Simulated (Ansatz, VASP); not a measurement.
# Cross-check of Al4Pd (Al-Pd truncated octahedron of 55 atoms (core-shell)) between VASP and Ansatz, part 2 of 2

One calculation is typed for both programs; each brings its own data sets and cutoff. How far apart do they land? The cell is taken from a series of runs on this material, whose earlier steps may have relaxed, scaled, displaced or heated it; both programs get it as it stands.

VASP 6.6.1 and Ansatz 0.2.0.

So far: Set-up; Ansatz: single point, PBE.

### 3. VASP: single point, PBE

Level of this step: PBE; plane waves and PAW (Al, Pd) (VASP).

The same cell, functional, mesh and smearing now go to VASP, with its own data sets and cutoff.

Lines of VASP's logs that name or quote its potential files are left out, and so is its time.

INCAR reads:

```
SYSTEM = Al4Pd
PREC = Accurate
ENCUT = 400
EDIFF = 1E-05
NELM = 100
ISMEAR = -1
SIGMA = 0.1
LREAL = Auto
ALGO = Fast
GGA = PE
LORBIT = 11
LWAVE = .FALSE.
LCHARG = .FALSE.
NCORE = 8
ISIF = 0
```

POSCAR reads:

```
Al4Pd
1.0
   17.1000000000      0.0000000000      0.0000000000
    0.0000000000     17.1000000000      0.0000000000
    0.0000000000      0.0000000000     17.1000000000
Al Pd
44 11
Direct
    0.2710900000      0.3962500000      0.3934200000
    0.3932900000      0.2861700000      0.3784200000
    0.3530300000      0.4048800000      0.2492500000
    0.2815600000      0.2597500000      0.4902800000
    0.2555800000      0.3611500000      0.6034300000
    0.3854500000      0.2824800000      0.6161300000
    0.3428800000      0.3939600000      0.7336000000
    0.2340900000      0.5073800000      0.2785500000
    0.2847200000      0.5993600000      0.4032300000
    0.3693800000      0.6012500000      0.2747600000
    0.2646800000      0.4972100000      0.5238800000
    0.2642000000      0.6407100000      0.6051100000
    0.2316200000      0.5026200000      0.6767900000
    0.3832100000      0.6147400000      0.7131900000
    0.3586300000      0.7273500000      0.3738000000
    0.2910900000      0.7596500000      0.5158200000
    0.4131600000      0.7242100000      0.6143600000
    0.4760000000      0.2943700000      0.2437300000
    0.6247400000      0.2759200000      0.3688900000
    0.6132400000      0.3833700000      0.2566000000
    0.5271000000      0.2869200000      0.5015900000
    0.6209500000      0.2867200000      0.6289400000
    0.4999100000      0.3396900000      0.7907300000
    0.6445000000      0.3993600000      0.7630400000
    0.4942800000      0.4930300000      0.2702100000
    0.6011400000      0.6220800000      0.2739700000
    0.6061900000      0.4787100000      0.6134200000
    0.5907700000      0.6044600000      0.4837200000
    0.4864400000      0.4856900000      0.7397100000
    0.6002300000      0.5909800000      0.7454400000
    0.4883800000      0.7551900000      0.3050500000
    0.6228400000      0.7329500000      0.3805000000
    0.4823400000      0.7364900000      0.4680700000
    0.5781400000      0.7423500000      0.6014300000
    0.5195100000      0.7169800000      0.7348900000
    0.7331500000      0.4129100000      0.3619500000
    0.7387800000      0.2955100000      0.4776100000
    0.7525500000      0.3661000000      0.6091900000
    0.7002200000      0.5114400000      0.2378500000
    0.7344200000      0.5849600000      0.3712500000
    0.7514300000      0.4862500000      0.4985600000
    0.6999300000      0.6256200000      0.6282100000
    0.7580700000      0.4957600000      0.7051100000
    0.7405300000      0.7002600000      0.4886800000
    0.3859500000      0.3760300000      0.5034200000
    0.3857400000      0.4875600000      0.3854800000
    0.3837600000      0.5024900000      0.6343100000
    0.3847000000      0.6103000000      0.5075100000
    0.5070800000      0.3770100000      0.3827900000
    0.5038100000      0.3785100000      0.6264800000
    0.6293100000      0.3957500000      0.4950700000
    0.4913900000      0.6175100000      0.3794200000
    0.6172600000      0.5030400000      0.3799000000
    0.4961500000      0.4938000000      0.5005200000
    0.5202100000      0.6014500000      0.6123500000
```

KPOINTS reads:

```
Automatic mesh
0
Gamma
1 1 1
0 0 0
```

PAW data sets: Al and Pd (PBE family, release 64).

Launch:

```sh
$ mpirun -np 8 vasp_gam
```

Numbers of over 12 decimals in the logs are rounded to 6 here.

The log of the run:

```text
[banner, memory and clock lines left out]
running    8 mpi-ranks, on    1 nodes
[...]
|                                                                             |
|           W    W    AA    RRRRR   N    N  II  N    N   GGGG   !!!           |
|           W    W   A  A   R    R  NN   N  II  NN   N  G    G  !!!           |
|           W    W  A    A  R    R  N N  N  II  N N  N  G       !!!           |
|           W WW W  AAAAAA  RRRRR   N  N N  II  N  N N  G  GGG   !            |
|           WW  WW  A    A  R   R   N   NN  II  N   NN  G    G                |
|           W    W  A    A  R    R  N    N  II  N    N   GGGG   !!!           |
|                                                                             |
|     For optimal performance we recommend to set                             |
|       NCORE = 2 up to number-of-cores-per-socket                            |
|     NCORE specifies how many cores store one orbital (NPAR=cpu/NCORE).      |
|     This setting can greatly improve the performance of VASP for DFT.       |
|     The default, NCORE=1 might be grossly inefficient on modern             |
|     multi-core architectures or massively parallel machines. Do your        |
|     Unfortunately you need to use the default for GW and RPA                |
|     calculations (for HF NCORE is supported but not extensively tested      |
|     yet).                                                                   |
|                                                                             |

 LDA part: xc-table for (Slater+PW92), standard interpolation
 POSCAR, INCAR and KPOINTS ok, starting setup
[...]
entering main loop
       N       E                     dE             d eps       ncg     rms          rms(c)
DAV:   1     0.164866277683E+04    0.16487E+04   -0.67222E+04   298   0.966E+02
DAV:   2     0.697656815065E+02   -0.15789E+04   -0.15090E+04   460   0.190E+02
DAV:   3    -0.195793066591E+03   -0.26556E+03   -0.24807E+03   452   0.729E+01
DAV:   4    -0.215165914356E+03   -0.19373E+02   -0.18789E+02   396   0.203E+01
[...]
RMM:  24    -0.201914824048E+03   -0.34959E-04   -0.46362E-06   139   0.338E-03    0.117E-03
RMM:  25    -0.201914845467E+03   -0.21419E-04   -0.42093E-06   158   0.319E-03    0.885E-04
RMM:  26    -0.201914854050E+03   -0.85831E-05   -0.78418E-07    79   0.208E-03
   1 F= -.20191485E+03 E0= -.20156894E+03  d E =-.691837E+00
```

OUTCAR, selected parts (step 3):

```text
 POSITION                                       TOTAL-FORCE (eV/Angst)
 -----------------------------------------------------------------------------------
      4.63564      6.77588      6.72748        -0.218974     -0.037144      0.158658
      6.72526      4.89351      6.47098        -0.359162      0.187851      0.137015
      6.03681      6.92345      4.26218         0.327372      0.168124      0.496907
      4.81468      4.44172      8.38379         0.044255     -0.129218     -0.252080
      4.37042      6.17567     10.31865        -0.309670      0.252106     -0.040126
      6.59119      4.83041     10.53582         0.393997     -0.108477      0.295454
      5.86325      6.73672     12.54456         0.580334     -0.006807     -0.140036
      4.00294      8.67620      4.76321         0.297943      0.012994      0.229249
      4.86871     10.24906      6.89523        -0.566098     -0.484819      0.269842
      6.31640     10.28138      4.69840         0.268563     -0.294002     -0.218272
      4.52603      8.50229      8.95835         0.699167     -0.061694     -0.474998
      4.51782     10.95614     10.34738         0.128343     -0.366150      0.103029
      3.96070      8.59480     11.57311         0.157636      0.032566      0.237369
      6.55289     10.51205     12.19555         0.269772      0.373762      0.580948
[...]
-----------------------------------------------------------------------------------
    total drift:                                0.003062     -0.000269      0.005301

  FREE ENERGIE OF THE ION-ELECTRON SYSTEM (eV)
  ---------------------------------------------------
  free  energy   TOTEN  =      -201.9148540499 eV

  energy  without entropy=     -201.2230170635  energy(sigma->0) =     -201.56893556

[... 3 further parts left out ...]
[key lines of the parts left out:]
E-fermi :  -2.1049
```

### 4. Comparison

Known differences besides the potentials themselves: the data sets hold 330 valence electrons in Ansatz (default PAW (the set named soft_2) files) and 242 in VASP; the cutoff is 420 eV in Ansatz and 400 eV in VASP (PREC = Accurate, projectors in real space); VASP leaves aspherical gradient terms in its spheres out (LASPH is not set), Ansatz keeps them. Total energies have different zeros and are not compared.

Forces on 8 of the 55 atoms, those with the largest forces and the largest differences (eV/Å; atoms numbered as in POSCAR):

| atom | Ansatz x, y, z | VASP x, y, z |
| --- | --- | --- |
| Al9 | -0.561, -0.486, 0.273 | -0.566, -0.485, 0.270 |
| Al11 | 0.698, -0.063, -0.473 | 0.699, -0.062, -0.475 |
| Al28 | 0.643, 0.131, 0.480 | 0.652, 0.138, 0.482 |
| Al34 | 0.376, -0.086, -0.870 | 0.375, -0.086, -0.870 |
| Pd45 | 0.207, 0.428, 0.209 | 0.210, 0.438, 0.202 |
| Pd47 | 0.019, -0.994, -0.752 | 0.016, -1.002, -0.763 |
| Pd52 | -0.437, -0.626, -0.515 | -0.442, -0.628, -0.518 |
| Pd53 | -1.210, -0.228, -0.115 | -1.217, -0.236, -0.113 |

The forces differ by 3.3 meV/Å r.m.s., which is 0.9 % of the r.m.s. force of 0.35 eV/Å (both taken over all components).

### 5. Other set-ups

Further runs change the set-up of one program: Ansatz's method, potentials or start, or VASP's data sets, cutoff or form of LDA. The table gives Ansatz less VASP for each quantity, since a change that brings one quantity closer may part another.

| run | r.m.s. force difference (meV/Å) |
| --- | --- |
| as above | 3.3 |
| VASP with the data sets Al_GW and Pd_sv_GW and a cutoff of 570 eV | 6.0 |

### 6. What came out

```
r.m.s. force difference (single point, PBE) : 0.93 % of the r.m.s. force
```

The r.m.s. force difference is 0.93 % of the r.m.s. force (single point, PBE), within the 3 % picked in this series as the mark of a large difference. Single point, PBE, VASP with the data sets Al_GW and Pd_sv_GW and a cutoff of 570 eV: r.m.s. force difference goes from 3.3 to 6.0 meV/Å. How closely two codes agree says nothing of how well the functional describes the real material.

[Lines on the potential files, build, host, timing and source positions are cut from VASP's logs without a mark.]

[Logs are printed without paths, hosts, clocks, repeated set-up lines and the standing remarks that a program may print on its own settings, such as how far it seeks lower states.]

[Hosts, paths, dates, database ids (printed as entryN), source tags and the programs' standing remarks are cut or masked in the printed files.]
